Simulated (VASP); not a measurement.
Here is the system:

```yaml
crystal:
  lattice:
    - [3.59342, 0.00000, 0.00000]
    - [0.00000, 3.59342, 0.00000]
    - [0.00000, 0.00000, 3.59342]
  atoms:
    - { symbol: Al, position: [0.00000, 0.00000, 0.00000] }
    - { symbol: Ni, position: [0.00000, 0.50000, 0.50000] }
    - { symbol: Ni, position: [0.50000, 0.00000, 0.50000] }
    - { symbol: Ni, position: [0.50000, 0.50000, 0.00000] }
```

Method: optB88-vdW, VASP's PBE PAW potentials (set 64) (plane waves; VASP 6.6.1). Run with 520 eV cut-off, 9×9×9 Γ-centred mesh, first-order Methfessel-Paxton smearing of 0.10 eV, potentials Al Ni.

### Question
The job: Ni$_{3}$Al (L1_2), 4 atoms, optB88-vdW, static run, 520 eV, 9×9×9 Γ-centred mesh. Roughly how much core time does it take on a busy server core?

### Answer
About 30 core-seconds (one run on a shared machine, a rough figure). It had 35 irreducible k-points, 20 bands, up to 1267 plane waves and 14 electronic steps.

The compound is Ni3Al in the L1_2 structure. This cell is one point of a volume scan, at 1.03 of the reference volume.
